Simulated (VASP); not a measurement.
Data:

```xyz
4
Lattice="4.9443 0.0000 0.0000 0.0000 4.9443 0.0000 0.0000 0.0000 4.9443" Properties=species:S:1:pos:R:3 pbc="T T T"
Ca     0.0000     2.4721     2.4721
Ca     2.4721     0.0000     2.4721
Ca     2.4721     2.4721     0.0000
Sn     0.0000     0.0000     0.0000
```

All values below come from PBEsol GGA, VASP's PBE PAW potentials (set 64) (plane waves; VASP). Run with 400 eV cut-off, Gaussian smearing of 0.050 eV, potentials Ca_sv Sn_d.

Unless said otherwise, spin-orbit coupling is left out, though it shifts the bands of the heavy elements here.

**Question.** What does the run give for the band gap (along the path) with the smallest direct gap where there is one?

**Answer.** 
```json
{
  "band gap (along the path)": "none (metal, semimetal or under 0.01 eV)"
}
```

Total energies compare only between runs with the same potentials, cut-off and functional.

The structure comes from a computed database's Ca3Sn entry (Pm-3m); how it stands against other phases isn't given here. It was relaxed first.
